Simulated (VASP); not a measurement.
A convergence study with VASP on Nb (bcc): one setting is varied, all else stays as given below, so the limit is that of these other settings. The cell's lengths are 1 % over those of the tabulated start, so it is off equilibrium.

```
Nb
1.0
   -1.66650     1.66650     1.66650
    1.66650    -1.66650     1.66650
    1.66650     1.66650    -1.66650
Nb
1
Direct
  0.00000   0.00000   0.00000
```

Computed with PBEsol GGA, VASP's PBE PAW potentials (set 64) (plane waves; VASP 6.6.1). The tightest run used: 1000 eV cut-off, 17×17×17 Γ-centred mesh, first-order Methfessel-Paxton smearing of 0.10 eV, potentials Nb_sv.

```csv
setting,E (eV/atom),pressure (GPa),plane waves
ENCUT = 150,-6.5388,-385.53,83
ENCUT = 200,-10.6516,-85.55,135
ENCUT = 250,-10.9277,-18.51,177
ENCUT = 300,-10.9066,-10.77,236
ENCUT = 350,-10.9114,-10.29,285
ENCUT = 400,-10.9170,-10.22,366
ENCUT = 450,-10.9189,-9.90,414
```

Question: These are the cheaper rows. Estimate the results at ENCUT = 1000, and how far the last row shown lies from them.

Answer: 
```csv
quantity,tightest run,last row shown is off by
E (eV/atom),-10.9213,0.0024
pressure (GPa),-9.55,-0.36
```

Left out are rungs that failed or repeat a setting and relaxations that didn't move; long series are thinned to 24 rows.

The compound is Nb in the bcc structure. The cell was not relaxed at this level.
